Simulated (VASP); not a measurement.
OSZICAR of a VASP run on GaSb (zinc blende):

### OSZICAR
```
       N       E                     dE             d eps       ncg     rms          rms(c)
DAV:   1     0.689749176624E+02    0.68975E+02   -0.78402E+03   528   0.151E+03
DAV:   2    -0.231517937707E+01   -0.71290E+02   -0.69084E+02   565   0.270E+02
DAV:   3    -0.729965670564E+01   -0.49845E+01   -0.48732E+01   660   0.662E+01
DAV:   4    -0.738346440138E+01   -0.83808E-01   -0.83785E-01   568   0.981E+00
DAV:   5    -0.738593970579E+01   -0.24753E-02   -0.24752E-02   694   0.144E+00    0.323E+00
DAV:   6    -0.735873801138E+01    0.27202E-01   -0.18865E-02   748   0.241E+00    0.258E+00
DAV:   7    -0.733105792050E+01    0.27680E-01   -0.14625E-01   739   0.612E+00    0.494E-01
DAV:   8    -0.732807961971E+01    0.29783E-02   -0.29995E-02   645   0.297E+00    0.125E-01
DAV:   9    -0.732864163086E+01   -0.56201E-03   -0.21132E-03   576   0.374E-01    0.654E-02
DAV:  10    -0.732877058853E+01   -0.12896E-03   -0.57822E-04   615   0.442E-01    0.321E-02
DAV:  11    -0.732895508718E+01   -0.18450E-03   -0.30265E-04   550   0.211E-01    0.372E-02
DAV:  12    -0.732894453592E+01    0.10551E-04   -0.36624E-05   600   0.717E-02    0.152E-02
DAV:  13    -0.732894566692E+01   -0.11310E-05   -0.17217E-05   645   0.485E-02    0.500E-03
DAV:  14    -0.732894601812E+01   -0.35120E-06   -0.97879E-07   405   0.986E-03
   1 F= -.73289460E+01 E0= -.73288931E+01  d E =-.105765E-03
```

Question: Which electronic solver shows in the log?

Answer: It is blocked Davidson (ALGO = Normal, or the opening steps of other solvers). The INCAR had ALGO = Normal.

Question: Can the final energy be trusted as converged?

Answer: Self-consistency was reached. It stopped with EDIFF = 1E-6, NELM = 100 (PBE GGA, plane waves, VASP's PBE PAW potentials (set 64)).

The compound is GaSb in the zinc blende structure. The cell was not relaxed at this level. The run is one of a series of settings (AMIX = 0.2, BMIX = 1.0, IMIX = 4 against the base run), some of them coarse on purpose.
